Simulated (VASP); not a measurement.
Here is the system:

```yaml
crystal:
  lattice:
    - [4.73831, 0.00000, 0.00000]
    - [-2.36916, 4.10350, 0.00000]
    - [0.00000, 0.00000, 7.58236]
  atoms:
    - { symbol: Ca, position: [0.00000, 0.00000, 0.00000] }
    - { symbol: Mg, position: [0.66667, 0.33333, 0.37082] }
    - { symbol: Mg, position: [0.33333, 0.66667, 0.62918] }
    - { symbol: Bi, position: [0.33333, 0.66667, 0.23738] }
    - { symbol: Bi, position: [0.66667, 0.33333, 0.76262] }
```

All values below come from PBEsol GGA, VASP's PBE PAW potentials (set 64) (plane waves; VASP). Settings: 400 eV cut-off, Gaussian smearing of 0.050 eV, potentials Ca_sv Mg Bi_d.

Unless said otherwise, spin-orbit coupling is left out, though it shifts the bands of the heavy elements here.

Give the energies of bands 17 to 25 at the high-symmetry points, in eV from the valence-band maximum.

| band | Γ | M | K | A | L | H |
|---|---|---|---|---|---|---|
| 17 | -4.41 | -4.21 | -3.58 | -3.32 | -4.33 | -3.97 |
| 18 | -1.31 | -3.56 | -3.58 | -2.55 | -4.17 | -3.97 |
| 19 | -1.31 | -2.74 | -3.51 | -1.01 | -1.87 | -2.95 |
| 20 | -0.14 | -1.98 | -2.23 | -1.01 | -1.83 | -2.89 |
| 21 | -0.14 | -1.88 | -2.23 | -0.65 | -1.27 | -1.28 |
| 22 | 0.00 | -1.21 | -2.01 | -0.65 | -1.16 | -1.28 |
| 23 | 0.49 | 0.61 | 1.45 | 0.98 | 1.11 | 1.64 |
| 24 | 0.85 | 2.11 | 2.74 | 1.59 | 1.14 | 1.64 |
| 25 | 2.13 | 2.26 | 2.74 | 2.13 | 1.57 | 2.72 |

The gap is direct, 0.49 eV, from the valence maximum at Γ to the conduction minimum at Γ.

The structure comes from a computed database's Bi2CaMg2 entry (P-3m1); how it stands against other phases isn't given here. It was relaxed first.
